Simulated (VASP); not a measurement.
# HfC (relaxed from the NiAs type structure, space group P6_3/mmc): computed properties

Method: PBEsol GGA, VASP's PBE PAW potentials (set 64) (plane waves; VASP).

For HfC, the space group comes out as P6_3/mmc (194) and the cell is a = 3.2300 Å, b = 3.2300 Å, c = 5.7145 Å, α = 90.00°, β = 90.00°, γ = 120.00°. The volume per atom is 12.91 Å^3/atom, the band gap (over mesh and band path) comes out as none (metal, semimetal or under 0.01 eV) and the density is 12.25 g/cm³.

```cif
data_C2Hf2
_chemical_formula_sum 'Hf2 C2'
_space_group_name_H-M_alt 'P 1'
_space_group_IT_number 1
_cell_length_a 3.23001
_cell_length_b 3.23001
_cell_length_c 5.71449
_cell_angle_alpha 90.000
_cell_angle_beta 90.000
_cell_angle_gamma 120.000
loop_
_space_group_symop_operation_xyz
  'x, y, z'
loop_
_atom_site_label
_atom_site_type_symbol
_atom_site_fract_x
_atom_site_fract_y
_atom_site_fract_z
_atom_site_occupancy
Hf1 Hf 0.00000 0.00000 0.00000 1
Hf2 Hf 0.00000 0.00000 0.50000 1
C1 C 0.33333 0.66667 0.25000 1
C2 C 0.66667 0.33333 0.75000 1
```

Unless said otherwise, spin-orbit coupling is left out, though it shifts the bands of the heavy elements here.

The structure was generated: HfC was put into the NiAs type type (P6_3/mmc), which need not be its known phase. It was relaxed first, which changed the volume by -33 %. Symmetry was kept, so distortions that lower it aren't found.
